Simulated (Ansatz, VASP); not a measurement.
# NiHgN: VASP beside Ansatz, part 2 of 2

One calculation is typed for both programs; each brings its own data sets and cutoff. How far apart do they land? The cell is invented: As first built, before any earlier steps moved the atoms (in the runner's words): it takes the CaNiN structure with some of its atoms replaced by other elements, volume scaled by an estimate. It may not be a known or stable phase. The cell is taken from a series of VASP runs on this material, whose earlier steps may have relaxed, scaled or displaced it; both programs get it as it stands.

VASP 6.6.1 and Ansatz 0.2.0.

So far: Starting point; VASP: relaxation of cell and atoms, PBE.

## (3) Ansatz: relaxation of cell and atoms, PBE

Level of this step: Ansatz beside VASP: Kohn-Sham DFT, plane waves, PBE (Ansatz).

Ansatz runs on its default PAW (the set named soft_2) files.

The same cell, functional, mesh and smearing now go to Ansatz, which takes its cutoff from its data sets.

Contents of input.yaml:

```yaml
crystal:
  lattice:
    - [3.5117816739, 0.0, 0.0]
    - [0.0, 3.5117816739, 0.0]
    - [0.0, 0.0, 7.5461476179]
  atoms:
    - { symbol: Hg, position: [0.0, 0.0, 0.25] }
    - { symbol: Hg, position: [0.0, 0.0, 0.75] }
    - { symbol: Ni, position: [0.5, 0.5, 0.0], spin: 1.0 }
    - { symbol: Ni, position: [0.5, 0.5, 0.5], spin: 1.0 }
    - { symbol: "N", position: [0.0, 0.5, 0.0] }
    - { symbol: "N", position: [0.5, 0.0, 0.5] }
hamiltonian:
  xc: pbe
  pseudopotentials: { kind: paw }
magnetization:
  spin_polarized: true
kpoints:
  mp_grid: { grid: [6, 6, 3] }
scf:
  occupations: { method: fermi_dirac, width: 0.05 }
relax:
  f_tol: 0.01
  max_steps: 60
  cell: { stress_tol: 0.05 }
output:
  forces: true
  stress: true
  write_density: true
  write_potential: true
  elf: true
  volumetric_format: npy
```

Run with:

```sh
ansatz run input.yaml --threads 4 --pin off --max-ram 9216MiB --backend cpu --events-out ev --progress --plain --runs-dir out
```

Numbers of over 12 decimals in the logs are rounded to 6 here.

What it wrote:

```text
Engine: ansatz 0.2.0, aarch64-unknown-linux-gnu
Pseudopotentials: kind: paw
Pseudopotential: Hg, paw, valence charge 20, recommended cutoff 420 eV (normal), Hg.paw.azcp
Pseudopotential: Ni, paw, valence charge 18, recommended cutoff 420 eV (normal), Ni.paw.azcp
Pseudopotential: N, paw, valence charge 5, recommended cutoff 420 eV (normal), N.paw.azcp
Functional definition: PBE
  parameter kappa = 0.804
  parameter beta = 0.066725
  exchange = pbe_x(kappa = kappa, mu = beta*pi^2/3)
  correlation = pbe_c(beta = beta)
Crystal: 6 atoms, lattice volume = 93.064 Å³
Basis set: ecut = 420 eV, 1813 PW (Γ), exchange–correlation on 48×48×108 points (8 copies of the dense FFT grid, shifted against one another)
Bands: 53, of which v1, the nominal top of the filled ones, is band 43 counted from 1 (42 counted from 0)
Symmetry: 16 space group operations
Space group: P42/mmc (ITA 131), of the structure as read, at distance tolerance 4.5e-5 Å
Magnetic group: BNS 131.435 (UNI 1095), of the structure as read, at distance tolerance 4.5e-5 Å
k-points: 20 of 108
Non-local potential: Hg, projectors of the file, l = 0: 3, l = 1: 2, l = 2: 2, l = 3: 1
Non-local potential: Ni, projectors of the file, l = 0: 3, l = 1: 2, l = 2: 3, l = 3: 1
Non-local potential: N, projectors of the file, l = 0: 2, l = 1: 2, l = 2: 1
PAW form: soft (Blöchl's): semilocal exchange-correlation on the pseudo side does not see the compensation charge
PAW one-centre angular grid: Hg, 590 points (default); XC on 64 Gauss nodes
PAW one-centre angular grid: Ni, 590 points (default); XC on 64 Gauss nodes
PAW one-centre angular grid: N, 110 points (default); XC on 64 Gauss nodes
Initial density: superposition of atomic densities (chi_scale 0.1, normalization cell, long waves kept (reshape's long-wave potential 0.01 eV rms))
Starting moments: Σ|m| = 2 μB on 2 of 6 sites
Initial wavefunctions: pseudopotential atomic-orbital guess
Functional: x = pbe(κ = 0.804, μ = 0.219515), c = pbe(β = 0.066725)
SCF iter   1: F=—  HF=-40068.824782 eV  |F-HF|=—  |Δ(HF+E_count)|=         —  Δρ=1.05e-1 (↑6.90e-2 ↓1.05e-1)  dr2=2.79e1  dr2_m=3.79e-1  M=1.571 μB ∫|m|=1.666 μB  β_m=0.30  ethr=3.10e-3  ⟨swp⟩=5.7  Hψ=7292  notcnv=0  defer=2
Mixer restart at iter 1: flushing history
preconditioner: auto → Kerker (q_TF=auto, 2.693 Å⁻¹)  [metal: Δε(μ)=0.038 eV  Ē_g=9.329 eV  σ=0.050 eV  W_gap=0.18  n_scr=38 (ndim 8)  ℏωp=28.3 eV  f_vac=0.000  D(μ)=3.21/eV (n_scr^D=26)]
spin=Collinear: Kerker preconditioning applied to the charge; magnetization (m = ρ↑ − ρ↓) channel mixes plain (no charge-response kernel on spin).
SCF iter   2: F=—  HF=-40070.387989 eV  |F-HF|=—  |Δ(HF+E_count)|=    1.56e0  Δρ=4.64e-2 (↑2.94e-2 ↓4.64e-2)  dr2=7.38e0  dr2_m=1.60e-1  M=1.537 μB ∫|m|=1.647 μB  β_m=0.38  ethr=3.10e-3  ⟨swp⟩=3.0  Hψ=4596  notcnv=0  defer=118
SCF iter   3: F=—  HF=-40070.409992 eV  |F-HF|=—  |Δ(HF+E_count)|=   2.20e-2  Δρ=3.87e-2 (↑1.81e-2 ↓3.87e-2)  dr2=4.36e0  dr2_m=1.81e-1  M=1.320 μB ∫|m|=1.420 μB  β_m=0.46  ethr=3.10e-3  ⟨swp⟩=2.4  Hψ=2788  notcnv=0  defer=120
SCF iter   4: F=—  HF=-40069.997010 eV  |F-HF|=—  |Δ(HF+E_count)|=   4.13e-1  Δρ=2.04e-2 (↑2.04e-2 ↓1.12e-2)  dr2=4.15e-1  dr2_m=1.22e-1  M=1.009 μB ∫|m|=1.094 μB  β_m=0.68  ethr=3.10e-3  ⟨swp⟩=2.9  Hψ=3274  notcnv=0  defer=127
SCF iter   5: F=—  HF=-40069.996982 eV  |F-HF|=—  |Δ(HF+E_count)|=   2.77e-5  Δρ=1.91e-2 (↑1.91e-2 ↓6.36e-3)  dr2=3.23e-1  dr2_m=5.12e-2  M=0.680 μB ∫|m|=0.745 μB  β_m=0.84  ethr=4.83e-4  ⟨swp⟩=2.7  Hψ=3546  notcnv=0  defer=122
SCF iter   6: F=—  HF=-40070.083964 eV  |F-HF|=—  |Δ(HF+E_count)|=   8.70e-2  Δρ=9.52e-3 (↑2.22e-3 ↓9.52e-3)  dr2=5.39e-2  dr2_m=1.93e-2  M=0.400 μB ∫|m|=0.449 μB  β_m=0.92  ethr=3.75e-4  ⟨swp⟩=2.8  Hψ=3697  notcnv=0  defer=121
SCF iter   7: F=—  HF=-40070.124231 eV  |F-HF|=—  |Δ(HF+E_count)|=         —  Δρ=1.07e-2 (↑5.71e-3 ↓1.07e-2)  dr2=2.00e-2  dr2_m=5.50e-2  M=0.089 μB ∫|m|=0.119 μB  β_m=0.92  ethr=6.27e-5  ⟨swp⟩=2.0  Hψ=2861  notcnv=0  defer=118
Mixer restart at iter 7: flushing history
SCF iter   8: F=—  HF=-40070.137988 eV  |F-HF|=—  |Δ(HF+E_count)|=   1.38e-2  Δρ=8.87e-3 (↑8.87e-3 ↓3.51e-3)  dr2=8.56e-2  dr2_m=7.12e-3  M=0.039 μB ∫|m|=0.052 μB  β_m=0.91  ethr=2.33e-5  ⟨swp⟩=2.1  Hψ=4094  notcnv=0  defer=118
SCF iter   9: F=—  HF=-40070.153116 eV  |F-HF|=—  |Δ(HF+E_count)|=   1.51e-2  Δρ=9.87e-3 (↑7.18e-3 ↓9.87e-3)  dr2=1.64e-1  dr2_m=1.70e-3  M=0.020 μB ∫|m|=0.028 μB  β_m=0.68  ethr=2.33e-5  ⟨swp⟩=2.2  Hψ=4376  notcnv=0  defer=118
SCF iter  10: F=—  HF=-40070.120613 eV  |F-HF|=—  |Δ(HF+E_count)|=   3.25e-2  Δρ=9.67e-4 (↑4.03e-4 ↓9.67e-4)  dr2=1.14e-3  dr2_m=9.18e-5  M=0.006 μB ∫|m|=0.008 μB  β_m=0.68  ethr=2.33e-5  ⟨swp⟩=2.0  Hψ=4086  notcnv=0  defer=118
SCF iter  11: F=—  HF=-40070.120415 eV  |F-HF|=—  |Δ(HF+E_count)|=   1.97e-4  Δρ=1.04e-4 (↑8.15e-5 ↓1.04e-4)  dr2=3.70e-6  dr2_m=5.67e-6  M=0.002 μB ∫|m|=0.003 μB  β_m=0.83  ethr=1.33e-6  ⟨swp⟩=2.0  Hψ=2790  notcnv=0  defer=118
SCF iter  12: F=—  HF=-40070.120839 eV  |F-HF|=—  |Δ(HF+E_count)|=   4.24e-4  Δρ=2.24e-5 (↑1.47e-5 ↓2.24e-5)  dr2=5.58e-7  dr2_m=1.92e-7  M=-0.000 μB ∫|m|=0.000 μB  β_m=0.90  ethr=4.31e-9  ⟨swp⟩=2.0  Hψ=3773  notcnv=0  defer=118
[...]
WARN: the starting moments were not kept: the SCF closed with an absolute magnetisation of 1.5e-5 μB, where they sum to 2 μB in size (2 sites). That is at most 0.1 of that sum. Measured as dr2_m measures the in/out step, that magnetisation stands 1.3e-10 eV from none, at or under the dr2_threshold of 1.0e-7 eV: it is no larger than a step whose dr2_m would equal this threshold. The system may hold no moment; this SCF [...]
SCF 1 converged in 15 iterations: F = -40070.120839 eV  dr2 = 8.59e-9
  greatest PAW one-centre occupation: 1.001 electrons in one spin orbital (limit 2), on the Ni atom at site 3 (counted from 0), in its partial waves of l = 1
relax step   1: F+E_penalty+E_count = -40070.12083934 eV  Δ(F+E_penalty+E_count) = +0.000e0 eV  max|allowed force component| = 2.891e-19 eV/Å  Δτ_max = 0.0000 Å  P = -0.064 GPa  Ω = 93.064 Å³  (15 SCF iters, dr2 threshold 1.00e-7 eV, accepted)
[...]
relax step   2: F+E_penalty+E_count = -40070.12331497 eV  Δ(F+E_penalty+E_count) = -2.476e-3 eV  max|allowed force component| = 5.732e-28 eV/Å  Δτ_max = 0.0000 Å  P = -0.447 GPa  Ω = 93.789 Å³  energy of the carried Pulay correction = -9.290e-4 eV  (9 SCF iters, dr2 threshold 6.00e-7 eV, accepted)
[...]
relax step   3: F+E_penalty+E_count = -40070.12240152 eV  Δ(F+E_penalty+E_count) = +9.134e-4 eV  max|allowed force component| = 1.807e-19 eV/Å  Δτ_max = 0.0000 Å  P = +1.064 GPa  Ω = 93.090 Å³  energy of the carried Pulay correction = +4.359e-4 eV  (10 SCF iters, dr2 threshold 6.00e-7 eV, rejected (line search))
[...]
relax step   4: F+E_penalty+E_count = -40070.12501033 eV  Δ(F+E_penalty+E_count) = -1.695e-3 eV  max|allowed force component| = 2.602e-18 eV/Å  Δτ_max = 0.0000 Å  P = -0.018 GPa  Ω = 93.659 Å³  energy of the carried Pulay correction = -6.109e-4 eV  (13 SCF iters, accepted)
[...]
relax step   5: F+E_penalty+E_count = -40070.12500460 eV  Δ(F+E_penalty+E_count) = +5.728e-6 eV  max|allowed force component| = 2.602e-18 eV/Å  Δτ_max = 0.0000 Å  P = -0.002 GPa  Ω = 93.704 Å³  energy of the carried Pulay correction = -6.521e-4 eV  (9 SCF iters, dr2 threshold 9.29e-9 eV, accepted)
[...]
relax step   6: F+E_penalty+E_count = -40070.12570936 eV  Δ(F+E_penalty+E_count) = -7.048e-4 eV  max|allowed force component| = 1.735e-18 eV/Å  Δτ_max = 0.0000 Å  P = +0.008 GPa  Ω = 93.704 Å³  stress off target by 4.53e-2 GPa  SCF on the basis re-selected at this cell (its energy is not comparable with the rows above)  (9 SCF iters)
basis re-selected at this cell: Δ(F+E_penalty+E_count) = -7.048e-4 eV, ΔP = +0.010 GPa vs the last step (what re-selecting the basis moved, of the pressure what is left beyond the Pulay correction that the steps carried, after the strain that the cell walked since its last selection, with what the two solves' SCF thresholds leave and, on support functions, any second-order correction that the steps lacked; it is no m [...]
SCF converged after 9 iterations
Magnetization: -0.0000 μB (43.0000 up, 43.0000 down)
Absolute magnetization: 0.0000 μB (∫|ρ↑−ρ↓|, with the PAW one-centre terms)
Spin contamination: 0.0000 ħ² per cell (⟨S²⟩ above its minimum at these occupations)
Per-site moments (μB) at R_I (Å): [(-3.784221806789544e-12, 1.069862), (-3.784162408964879e-12, 1.069862), (-3.964587320837568e-11, 0.721259), (-3.9646012942238914e-11, 0.721259), (3.763189535398157e-11, 0.721259), (3.763174068630096e-11, 0.721259)]
Free energy (F): -40070.125709 eV
Harris-Foulkes:  -40070.125709 eV  (|F-HF|=0.00e0)
Internal energy: -40070.100500 eV  (E = F + TS)
E sigma→0 (E₀):  -40070.113105 eV
Entropy (-TS):   -0.025209 eV (-4.202 meV/atom)
Fermi energy:    12.353790 eV
--- Per-component energies (eV) ---
  E_band       = -1589.578576
  E_kinetic    = 2019.050807
  E_local      = -14092.442888  (includes V_loc(G=0)·N_el)
  E_nonlocal   = 1509.845775
  E_hartree    = 5913.490711
  E_xc         = -724.801422
  E_vxc        = -888.198762  (∫ρ·V_xc dr)
  E_paw        = -23399.225584  (= ΣΔE_a)
  E_vpaw       = -1964.817823  (= ΣTr[D̂ρ^β])
  E_aug_tail   = 0.003241  (compensation charges beyond the density's cutoff)
  E_ewald      = -11296.021139
  E_smearing   = -0.025209  (= −TS)
  E_closure    = -0.000000  (closes the sum)
  Σ components = -40070.125709   (vs F -40070.125709, Δ=0.00e0)
--- Forces (eV/Å), atoms counted from 1 ---
  atom   1  Hg     0.00000000     0.00000000     0.00000000
  atom   2  Hg     0.00000000     0.00000000    -0.00000000
  atom   3  Ni     0.00000000    -0.00000000     0.00000000
  atom   4  Ni     0.00000000     0.00000000     0.00000000
  atom   5  N      0.00000000    -0.00000000     0.00000000
  atom   6  N      0.00000000     0.00000000     0.00000000
  max |Σ_I F_I| component: 3.79e-29 eV/Å
--- Stress (GPa, compression-positive) ---
       -0.010119       0.000000       0.000000
        0.000000      -0.010119       0.000000
        0.000000       0.000000       0.045253
  P = ⅓ Tr σ = 0.0083 GPa (0.083 kbar)
--- Band table (eV; the first three rows and the last of 40) ---
  k-point 0 ↑: bands = [... 39 lower, 10.7936, 10.9938, 11.2701, 11.2701, 11.2871, 12.7466, 13.7623, 15.8606, ... 6 higher]
  k-point 1 ↑: bands = [... 39 lower, 10.8361, 11.0748, 11.2152, 11.2678, 11.2678, 12.9496, 13.4163, 16.5474, ... 6 higher]
  k-point 2 ↑: bands = [... 39 lower, 11.0618, 11.2510, 11.2824, 11.3613, 11.8677, 13.0781, 13.8838, 16.3807, ... 6 higher]
  k-point 19 ↓: bands = [... 39 lower, 12.1326, 12.2907, 12.3284, 12.7764, 12.7764, 13.5299, 14.6399, 14.6399, ... 6 higher]
--- Relaxed structure (5 steps of the walk, 4 accepted, 1 SCFs on fresh bases) ---
  F+E_penalty+E_count = -40070.12570936 eV   max|allowed force component| = 1.735e-18 eV/Å   (the final SCF, on the basis selected at the relaxed cell)
  cell:  # Å, volume = 93.7041 Å³
    - [3.497014, 0, 0.0]
    - [0, 3.497014, 0.0]
    - [0.0, 0.0, 7.662381]
  atoms:
    - { symbol: Hg, position: [0, 0, 0.250000] }
    - { symbol: Hg, position: [0, 0, 0.75] }
    - { symbol: Ni, position: [0.5, 0.5, 0] }
    - { symbol: Ni, position: [0.5, 0.5, 0.500000] }
    - { symbol: N, position: [0, 0.5, 0] }
    - { symbol: N, position: [0.5, 0, 0.500000] }
```

The job ended after 23 s (4 threads of Arm Neoverse V1, shared host; peak memory 0.54 GiB).

## (4) Comparison

Known differences besides the potentials themselves: both relaxations stop at a tolerance, which leaves soft axes loose, and VASP keeps its plane-wave basis; the data sets hold 86 valence electrons in Ansatz (default PAW (the set named soft_2) files) and 54 in VASP; the cutoff is 420 eV in Ansatz and 520 eV in VASP; VASP leaves aspherical gradient terms in its spheres out (LASPH is not set), Ansatz keeps them; Ansatz adds a Pulay correction to the stress that steers its cell, VASP none. Total energies have different zeros and are not compared.

The two programs side by side:

| quantity | Ansatz | VASP | difference |
| --- | --- | --- | --- |
| volume (Å³) | 93.70 | 93.99 | -0.30 % |
| edge a after relaxation, in the typed setting (Å) | 3.497 | 3.500 | -0.08 % |
| edge c after relaxation, in the typed setting (Å) | 7.662 | 7.673 | -0.14 % |

The walks stopped with 0.01 GPa left in Ansatz and 0.05 GPa in VASP; each walk ends within a tolerance, so the volume difference is uncertain by about these residues over the bulk modulus, most in soft cells.

## (5) Outcome

```json
{
 "difference in volume (relaxation of cell and atoms, PBE)": "-0.30 %"
}
```

What this shows: The difference in volume is -0.30 % (relaxation of cell and atoms, PBE), within the 1.2 % picked in this series as the mark of a large difference, as far as the stopping tolerances let one tell. How closely two codes agree says nothing of how well the functional describes the real material.

[Lines on the potential files, build, host, timing and source positions are cut from VASP's logs without a mark.]

[Logs are printed without paths, hosts, clocks, repeated set-up lines and the standing remarks that a program may print on its own settings, such as how far it seeks lower states.]

[Hosts, paths, dates, database ids (printed as entryN), source tags and the programs' standing remarks are cut or masked in the printed files.]
